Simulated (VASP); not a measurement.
# A VASP study of SrSnSeS (PBEsol): structure first, properties next, part 3 of 6

Aim: relax SrSnSeS, then compute properties on the relaxed cell. The cell is invented: it takes the structure of a Materials Project entry for SrEuSeS (space group 160 there), with some of its atoms replaced by other elements, volume scaled by an estimate. It may not be a known or stable phase.

VASP 6.6.1, plane waves and PAW; the level of theory is named at each step.

So far, gap on the k-mesh (eV): 1.22 in steps 2, 3 and 4. The relaxed cell has a = 4.236, c = 20.862 Å (conventional setting).

### 5. Band structure (PBEsol)

Level of this step: PBEsol; plane waves and PAW (Sn_d, Sr_sv, Se, S); invented cell (VASP).

Levels along the symmetry lines show where the bands peak and cross; KPOINTS_OPT computes them in the converged potential.

Contents of INCAR:

```
SYSTEM = SrSnSeS
PREC = Accurate
ENCUT = 400
EDIFF = 1E-06
NELM = 100
ISMEAR = -1
SIGMA = 0.05
LREAL = .FALSE.
ALGO = Normal
GGA = PS
NBANDS = 32
LORBIT = 11
LWAVE = .FALSE.
LCHARG = .FALSE.
KPAR = 2
```

Contents of POSCAR:

```
SrSnSeS
1.0
    2.1182140286      1.2229519042      6.9539570828
   -2.1182140286      1.2229519042      6.9539570828
    0.0000000000     -2.4459028541      6.9539570867
Sn Sr Se S
1 1 1 1
Direct
    0.0022503877      0.0022503877      0.0022503877
    0.4956583286      0.4956583286      0.4956583286
    0.2525762012      0.2525762012      0.2525762012
    0.7495160826      0.7495160826      0.7495160826
```

Contents of KPOINTS:

```
Automatic mesh
0
Gamma
5 5 5
0 0 0
```

Contents of KPOINTS_OPT:

```
Line mode
16
Line-mode
Reciprocal
  0.00000000   0.00000000   0.00000000 GAMMA
  0.50000000   0.00000000   0.00000000 L

  0.50000000   0.00000000   0.00000000 L
  0.50000000   0.18728546  -0.18728546 B1

  0.81271454   0.50000000   0.18728546 B
  0.50000000   0.50000000   0.50000000 Z

  0.50000000   0.50000000   0.50000000 Z
  0.00000000   0.00000000   0.00000000 GAMMA

  0.00000000   0.00000000   0.00000000 GAMMA
  0.34364273   0.00000000  -0.34364273 X

  0.65635727   0.34364273   0.00000000 Q
  0.50000000   0.50000000   0.00000000 F

  0.50000000   0.50000000   0.00000000 F
  0.65635727   0.65635727   0.18728546 P1

  0.65635727   0.65635727   0.18728546 P1
  0.50000000   0.50000000   0.50000000 Z

  0.50000000   0.00000000   0.00000000 L
  0.81271454   0.34364273   0.34364273 P
```

The projector-augmented-wave data sets are Sn_d, Sr_sv, Se and S (PBE family, release 64).

Command:

```bash
mpirun -np 2 vasp_std
```

What it wrote:

```text
[... set-up lines as in an earlier step ...]
 entering main loop
       N       E                     dE             d eps       ncg     rms          rms(c)
DAV:   1     0.268366205732E+03    0.26837E+03   -0.13759E+04  1264   0.101E+03
DAV:   2     0.138979665293E+02   -0.25447E+03   -0.23821E+03  1344   0.326E+02
DAV:   3    -0.178118228818E+02   -0.31710E+02   -0.31238E+02  1520   0.979E+01
DAV:   4    -0.200480695651E+02   -0.22362E+01   -0.22223E+01  2000   0.220E+01
DAV:   5    -0.200835313940E+02   -0.35462E-01   -0.35456E-01  1536   0.222E+00    0.206E+01
DAV:   6    -0.192582406843E+02    0.82529E+00   -0.10561E+00  1608   0.589E+00    0.117E+01
DAV:   7    -0.192574943615E+02    0.74632E-03   -0.48355E-01  1520   0.289E+00    0.203E+00
DAV:   8    -0.192424483045E+02    0.15046E-01   -0.92281E-02  1448   0.172E+00    0.548E-01
DAV:   9    -0.192426663594E+02   -0.21805E-03   -0.86230E-03  1448   0.469E-01    0.169E-01
DAV:  10    -0.192428456315E+02   -0.17927E-03   -0.90144E-04  1640   0.142E-01    0.874E-02
DAV:  11    -0.192429241558E+02   -0.78524E-04   -0.16721E-04  1648   0.617E-02    0.441E-02
DAV:  12    -0.192429284090E+02   -0.42531E-05   -0.28647E-05  1464   0.278E-02    0.115E-02
DAV:  13    -0.192429310507E+02   -0.26418E-05   -0.58109E-06  1280   0.114E-02    0.341E-03
DAV:  14    -0.192429310499E+02    0.83446E-09   -0.34905E-07   840   0.340E-03
   1 F= -.19242931E+02 E0= -.19242931E+02  d E =-.224964E-06
 Start KPOINTS_OPT (optional k-point list driver)
k-point batch [1-19\144]
       N       E                     dE             ncg
DAV:   1    -0.710304297901E+03   -0.10601E+05     1288
DAV:   2    -0.544627405529E+04   -0.47360E+04     1336
DAV:   3    -0.602998462312E+04   -0.58371E+03     1528
DAV:   4    -0.607523466964E+04   -0.45250E+02     2088
DAV:   5    -0.607566568790E+04   -0.43102E+00     1464
DAV:   6    -0.607567721442E+04   -0.11527E-01     1824
DAV:   7    -0.607567739548E+04   -0.18106E-03     1568
DAV:   8    -0.607567740094E+04   -0.54651E-05     1696
DAV:   9    -0.607567740108E+04   -0.13876E-06      936
[...]
k-point batch [134-144\144]
       N       E                     dE             ncg
DAV:   1     0.481184280367E+04   -0.11110E+05      744
DAV:   2     0.205089827404E+04   -0.27609E+04      752
DAV:   3     0.172625688224E+04   -0.32464E+03      872
DAV:   4     0.170236000775E+04   -0.23897E+02     1200
DAV:   5     0.170205369501E+04   -0.30631E+00      856
DAV:   6     0.170204545198E+04   -0.82430E-02     1064
DAV:   7     0.170204531270E+04   -0.13928E-03      920
DAV:   8     0.170204530991E+04   -0.27924E-05      936
DAV:   9     0.170204530981E+04   -0.96975E-07      560
```

Elapsed: 2 min, on 2 MPI ranks of Intel Xeon 6975P-C (Granite Rapids), shared host; peak memory 0.69 GiB; 4 min of CPU time.

From OUTCAR (step 5):

```text
   k-points           NKPTS =     19   k-points in BZ     NKDIM =     19   number of bands    NBANDS=     32

   NELECT =      36.0000    total number of electrons

 E-fermi :   4.5980

 k-point     1 :       0.0000    0.0000    0.0000
  band No.  band energies     occupation
    ...
     14       2.0393      2.00000
     15       2.4275      2.00000
     16       2.5950      2.00000
     17       2.6708      2.00000
     18       2.6708      2.00000
     19       5.5957      0.00000
     20       7.0704      0.00000
     21       7.0704      0.00000
     22       7.8845      0.00000
     23       7.9478      0.00000
    ...

  Total        0.0400623      0.0400623      0.0358793      0.0000000      0.0000000      0.0000000
  in kB        0.5938600      0.5938601      0.5318540      0.0000000      0.0000000      0.0000000
  external PRESSURE =       0.5731914 kB  Pullay stress =       0.0000000 kB

 POSITION                                       TOTAL-FORCE (eV/Angst)
 -----------------------------------------------------------------------------------
      0.00000      0.00000      0.04695         0.000000     -0.000000     -0.003179
      0.00000      0.00000     10.34036         0.000000     -0.000000     -0.006337
      0.00000      0.00000      5.26921         0.000000      0.000000      0.003924
      0.00000      0.00000     15.63631         0.000000      0.000000      0.005593
 -----------------------------------------------------------------------------------
    total drift:                               -0.000000      0.000000     -0.000103

  FREE ENERGIE OF THE ION-ELECTRON SYSTEM (eV)
  ---------------------------------------------------
  free  energy   TOTEN  =       -19.2429310499 eV

  energy  without entropy=      -19.2429308249  energy(sigma->0) =      -19.24293094

[... 7 parts as in an earlier step ...]

[... 9 further parts left out ...]
```

Spin-orbit coupling is off here; with elements this heavy it splits and shifts levels by tenths of an eV or more.

This step gave:

| Quantity | Value |
| --- | --- |
| bands | 32 |
| pressure | 0.05732 GPa |
| least gap on mesh and path | 1.056 eV |
| least direct gap on mesh and path | 1.056 eV |
| valence top at k | 0.5, 0.5, 0.5 |
| conduction bottom at k | 0.5, 0.5, 0.5 |
| least direct gap at k | 0.5, 0.5, 0.5 |

Electronic bands along the path, in eV, zero at the valence-band top; v1 is the highest filled band, c1 the lowest empty one:

| point | v4 | v3 | v2 | v1 | c1 | c2 | c3 | c4 |
| --- | --- | --- | --- | --- | --- | --- | --- | --- |
| Γ | -1.67 | -1.50 | -1.42 | -1.42 | 1.50 | 2.98 | 2.98 | 3.79 |
| 0.47 of the way | -2.44 | -1.78 | -1.51 | -0.47 | 2.02 | 2.85 | 3.02 | 3.36 |
| L | -2.85 | -2.06 | -1.58 | -0.47 | 1.98 | 3.07 | 3.24 | 3.45 |
| 0.47 of the way | -3.13 | -2.16 | -2.00 | -0.59 | 2.86 | 3.25 | 3.36 | 3.68 |
| B1 | -3.44 | -2.09 | -1.83 | -0.65 | 2.54 | 2.94 | 3.52 | 4.27 |
| jump to B | -3.44 | -2.09 | -1.83 | -0.65 | 2.54 | 2.94 | 3.52 | 4.27 |
| 0.53 of the way | -2.53 | -2.06 | -1.63 | -0.48 | 2.12 | 2.93 | 3.12 | 3.41 |
| Z | -2.13 | -1.28 | -1.28 | 0.00 | 1.06 | 2.37 | 2.37 | 3.87 |
| 0.53 of the way | -2.09 | -1.36 | -1.36 | -0.61 | 1.33 | 2.66 | 2.66 | 3.81 |
| Γ | -1.67 | -1.50 | -1.42 | -1.42 | 1.50 | 2.98 | 2.98 | 3.79 |
| 0.47 of the way | -2.34 | -2.13 | -1.62 | -0.49 | 2.38 | 2.70 | 3.23 | 3.91 |
| X | -3.45 | -2.14 | -1.85 | -0.66 | 2.61 | 3.01 | 3.59 | 4.29 |
| jump to Q | -3.45 | -2.14 | -1.85 | -0.66 | 2.61 | 3.01 | 3.59 | 4.29 |
| 0.47 of the way | -3.04 | -1.97 | -1.79 | -0.91 | 2.21 | 2.56 | 3.12 | 3.63 |
| F | -2.62 | -1.98 | -1.92 | -1.52 | 1.86 | 1.98 | 3.50 | 3.70 |
| 0.47 of the way | -2.64 | -1.98 | -1.90 | -1.44 | 1.88 | 2.02 | 3.49 | 3.65 |
| P1 | -2.68 | -1.99 | -1.84 | -1.22 | 1.95 | 2.16 | 3.44 | 3.52 |
| 0.53 of the way | -2.26 | -2.08 | -1.70 | -0.65 | 2.20 | 2.80 | 3.14 | 3.22 |
| Z | -2.13 | -1.28 | -1.28 | 0.00 | 1.06 | 2.37 | 2.37 | 3.87 |
| jump to L | -2.85 | -2.06 | -1.58 | -0.47 | 1.98 | 3.07 | 3.24 | 3.45 |
| 0.47 of the way | -2.81 | -2.04 | -1.65 | -0.68 | 2.02 | 2.73 | 3.18 | 3.43 |
| P | -2.68 | -1.99 | -1.84 | -1.22 | 1.95 | 2.16 | 3.44 | 3.52 |

Of the projections kept (Sn, Sr, Se, S), the largest for each band there; the rest of the weight can lie on other orbitals:

| point | v4 | v3 | v2 | v1 | c1 | c2 | c3 | c4 |
| --- | --- | --- | --- | --- | --- | --- | --- | --- |
| Γ | S 0.59 | Se 0.62 | Se 0.76 | Se 0.76 | Sn 0.59 | Sn 0.82 | Sn 0.82 | Sr 0.83 |
| L | S 0.46 | Se 0.44 | Se 0.55 | Sn 0.34 | Sn 0.38 | Sn 0.63 | Sr 0.51 | Sn 0.55 |
| B1 | Se 0.36 | S 0.45 | Se 0.47 | Sn 0.34 | Sn 0.47 | Sn 0.43 | Sn 0.55 | Sr 0.42 |
| B | Se 0.36 | S 0.45 | Se 0.47 | Sn 0.34 | Sn 0.47 | Sn 0.43 | Sn 0.55 | Sr 0.42 |
| Z | S 0.66 | Se 0.73 | Se 0.73 | Se 0.36 | Sn 0.63 | Sn 0.75 | Sn 0.75 | Sr 0.63 |
| Γ | S 0.59 | Se 0.62 | Se 0.76 | Se 0.76 | Sn 0.59 | Sn 0.82 | Sn 0.82 | Sr 0.83 |

The path lowers the gap by 0.17 eV against the mesh alone, so a band edge lies off the mesh.

### 6. Density of states (PBEsol)

A density of states needs more k-points than a total energy; ISMEAR = -5 takes tetrahedra, and LORBIT projects the states on the PAW spheres. The mesh is finer than in the run before.

INCAR: that of step 5 with these lines changed.

```diff
@@ -5,3 +5,3 @@
 NELM = 100
-ISMEAR = -1
+ISMEAR = -5
 SIGMA = 0.05
@@ -15 +15,2 @@
 KPAR = 2
+NEDOS = 2001
```

POSCAR is that of step 5.

Contents of KPOINTS:

```
Automatic mesh
0
Gamma
8 8 8
0 0 0
```

Command:

```bash
mpirun -np 2 vasp_std
```

What it wrote:

```text
[... set-up lines as in an earlier step ...]
 entering main loop
       N       E                     dE             d eps       ncg     rms          rms(c)
DAV:   1     0.265456426275E+03    0.26546E+03   -0.13747E+04  4352   0.102E+03
DAV:   2     0.130619260662E+02   -0.25239E+03   -0.23717E+03  4360   0.320E+02
DAV:   3    -0.177529096375E+02   -0.30815E+02   -0.30332E+02  5240   0.963E+01
DAV:   4    -0.200538594437E+02   -0.23009E+01   -0.22866E+01  6880   0.218E+01
DAV:   5    -0.200841804583E+02   -0.30321E-01   -0.30313E-01  5200   0.217E+00    0.206E+01
DAV:   6    -0.192594136439E+02    0.82477E+00   -0.10474E+00  5392   0.588E+00    0.117E+01
DAV:   7    -0.192592569832E+02    0.15666E-03   -0.48407E-01  5240   0.291E+00    0.205E+00
DAV:   8    -0.192439690186E+02    0.15288E-01   -0.92969E-02  4864   0.173E+00    0.554E-01
DAV:   9    -0.192441707651E+02   -0.20175E-03   -0.88238E-03  5008   0.476E-01    0.168E-01
DAV:  10    -0.192443400124E+02   -0.16925E-03   -0.92301E-04  5752   0.147E-01    0.850E-02
DAV:  11    -0.192444170396E+02   -0.77027E-04   -0.17010E-04  5568   0.609E-02    0.444E-02
DAV:  12    -0.192444215433E+02   -0.45037E-05   -0.24319E-05  5048   0.254E-02    0.127E-02
DAV:  13    -0.192444244402E+02   -0.28970E-05   -0.57124E-06  4456   0.108E-02    0.350E-03
DAV:  14    -0.192444244249E+02    0.15374E-07   -0.31304E-07  3088   0.333E-03
   1 F= -.19244424E+02 E0= -.19244424E+02  d E =0.000000E+00
```

Elapsed: 72 s, on 2 MPI ranks; peak memory 0.84 GiB; 2.4 min of CPU time.

Parts of OUTCAR (step 6):

```text
   k-points           NKPTS =     65   k-points in BZ     NKDIM =     65   number of bands    NBANDS=     32

   NELECT =      36.0000    total number of electrons

 E-fermi :   4.1020

 k-point     1 :       0.0000    0.0000    0.0000
  band No.  band energies     occupation
    ...
     14       2.0394      2.00000
     15       2.4282      2.00000
     16       2.5945      2.00000
     17       2.6694      2.00000
     18       2.6694      2.00000
     19       5.5959      0.00000
     20       7.0709      0.00000
     21       7.0709      0.00000
     22       7.8841      0.00000
     23       7.9472      0.00000
    ...

  Total        0.0370323      0.0370323      0.0578049      0.0000000      0.0000000      0.0000000
  in kB        0.5489456      0.5489457      0.8568658      0.0000000      0.0000000      0.0000000
  external PRESSURE =       0.6515857 kB  Pullay stress =       0.0000000 kB

 POSITION                                       TOTAL-FORCE (eV/Angst)
 -----------------------------------------------------------------------------------
      0.00000      0.00000      0.04695         0.000000      0.000000      0.002945
      0.00000      0.00000     10.34036         0.000000     -0.000000     -0.008933
      0.00000      0.00000      5.26921         0.000000      0.000000      0.006887
      0.00000      0.00000     15.63631         0.000000     -0.000000     -0.000898
 -----------------------------------------------------------------------------------
    total drift:                               -0.000000      0.000000     -0.000105

  FREE ENERGIE OF THE ION-ELECTRON SYSTEM (eV)
  ---------------------------------------------------
  free  energy   TOTEN  =       -19.2444244249 eV

  energy  without entropy=      -19.2444244249  energy(sigma->0) =      -19.24442442

[... 6 parts as in an earlier step ...]

[... 10 further parts left out ...]
```

Numbers from this step:

```
irreducible k-points           : 65
Fermi energy                   : 4.102 eV
pressure                       : 0.06516 GPa
gap on the k-mesh              : 1.055 eV
least direct gap on the k-mesh : 1.055 eV
```

The density of states has structure finer than the step of the table below, so its rows give means over 0.5 eV, whole bins alone (the curve runs from -12.0 to 5.28 eV). Peaks (eV: height): total -11.70: 11.4, -6.86: 9.74, -1.92: 8.99, -0.60: 7.33; S p -2.88: 0.947, -2.12: 1.28, -1.92: 1.91, -0.60: 1.26; Se p -3.89: 0.531, -3.31: 0.769, -1.92: 2.20, -0.60: 1.36; Sn p -3.31: 0.444, 3.15: 1.53, 3.35: 1.33, 3.53: 1.58; Sr d 3.53: 0.66, 4.16: 0.670, 4.82: 0.603, 5.25: 0.618.

States under -12.0 eV and over 5.3 eV are left out. Table of density of states by energy, zero at the valence-band top; means over each step; 7 of 8 lines; values in states/eV/cell:

| energy (eV) | total | S p | Se p | Sn p | Sr d | Sn s | Se s |
| --- | --- | --- | --- | --- | --- | --- | --- |
| -11.5 | 1.68 | 2.1e-4 | 3.5e-4 | 0.00885 | 0.00450 | 0.00793 | 0.119 |
| -11.0 | 0 | 0 | 0 | 0 | 0 | 0 | 0 |
| -10.5 | 0 | 0 | 0 | 0 | 0 | 0 | 0 |
| -10.0 | 0 | 0 | 0 | 0 | 0 | 0 | 0 |
| -9.5 | 0 | 0 | 0 | 0 | 0 | 0 | 0 |
| -9.0 | 0 | 0 | 0 | 0 | 0 | 0 | 0 |
| -8.5 | 0 | 0 | 0 | 0 | 0 | 0 | 0 |
| -8.0 | 0 | 0 | 0 | 0 | 0 | 0 | 0 |
| -7.5 | 0 | 0 | 0 | 0 | 0 | 0 | 0 |
| -7.0 | 1.90 | 0.0742 | 0.0843 | 8.3e-5 | 0.00390 | 0.965 | 0.0193 |
| -6.5 | 2.29 | 0.0932 | 0.105 | 1.3e-4 | 0.00648 | 1.07 | 0.0837 |
| -6.0 | 0.0183 | 7.5e-4 | 8.5e-4 | 0 | 2.8e-5 | 0.00801 | 0.00119 |
| -5.5 | 0 | 0 | 0 | 0 | 0 | 0 | 0 |
| -5.0 | 0 | 0 | 0 | 0 | 0 | 0 | 0 |
| -4.5 | 0.0109 | 0.00148 | 0.00155 | 0.00117 | 1.4e-4 | 6.9e-6 | 2.8e-5 |
| -4.0 | 2.23 | 0.322 | 0.321 | 0.230 | 0.0167 | 0.00169 | 0.00523 |
| -3.5 | 2.67 | 0.449 | 0.393 | 0.243 | 0.0303 | 0.0108 | 0.00718 |
| -3.0 | 3.86 | 0.757 | 0.576 | 0.320 | 0.0555 | 0.0213 | 0.00980 |
| -2.5 | 2.89 | 0.726 | 0.397 | 0.189 | 0.0541 | 0.0115 | 0.00672 |
| -2.0 | 5.81 | 1.22 | 1.37 | 0.0874 | 0.115 | 0.0192 | 0.00478 |
| -1.5 | 2.50 | 0.415 | 0.791 | 0.0372 | 0.0367 | 0.00901 | 7.9e-4 |
| -1.0 | 0.722 | 0.109 | 0.126 | 0.00633 | 0.0147 | 0.139 | 0.00231 |
| -0.5 | 3.13 | 0.531 | 0.587 | 0.0188 | 0.0992 | 0.588 | 0.0111 |
| 0.0 | 0.0248 | 0.00430 | 0.00510 | 3.7e-4 | 5.2e-4 | 0.00453 | 2.8e-4 |
| 0.5 | 0 | 0 | 0 | 0 | 0 | 0 | 0 |
| 1.0 | 0.00361 | 7.6e-5 | 1.1e-4 | 9.2e-4 | 3.8e-5 | 5.1e-6 | 1.9e-4 |
| 1.5 | 0.270 | 0.00754 | 0.0106 | 0.0676 | 0.00556 | 7.4e-4 | 0.0118 |
| 2.0 | 2.02 | 0.0883 | 0.0771 | 0.393 | 0.121 | 0.00186 | 0.0591 |
| 2.5 | 3.63 | 0.161 | 0.161 | 0.690 | 0.318 | 0.00343 | 0.0657 |
| 3.0 | 4.52 | 0.217 | 0.222 | 1.14 | 0.392 | 0.00328 | 0.0342 |
| 3.5 | 4.83 | 0.273 | 0.227 | 1.13 | 0.540 | 0.00262 | 0.0226 |
| 4.0 | 2.18 | 0.0643 | 0.0809 | 0.220 | 0.532 | 0.00151 | 0.00848 |
| 4.5 | 1.72 | 0.0546 | 0.0719 | 0.0698 | 0.498 | 0.00135 | 0.00510 |
| 5.0 | 1.59 | 0.0525 | 0.0725 | 0.0509 | 0.468 | 0.00144 | 0.00406 |

The gap on this mesh is 1.06 eV. In the top eV of the valence band the largest shares in the PAW spheres are Sn s 19 %, Se p 19 % and S p 17 %. The rest lies in smaller channels or between the spheres.

(Continued in part 4 of 6.)

[Lines on the potential files, build, host, timing and source positions are cut from VASP's logs without a mark.]

[Logs are printed without paths, hosts, clocks, repeated set-up lines and the standing remarks that a program may print on its own settings, such as how far it seeks lower states.]

[Hosts, paths, dates, database ids (printed as entryN), source tags and the programs' standing remarks are cut or masked in the printed files.]

[A measured line is paired with the nearest computed mode of its activity, which favours agreement.]
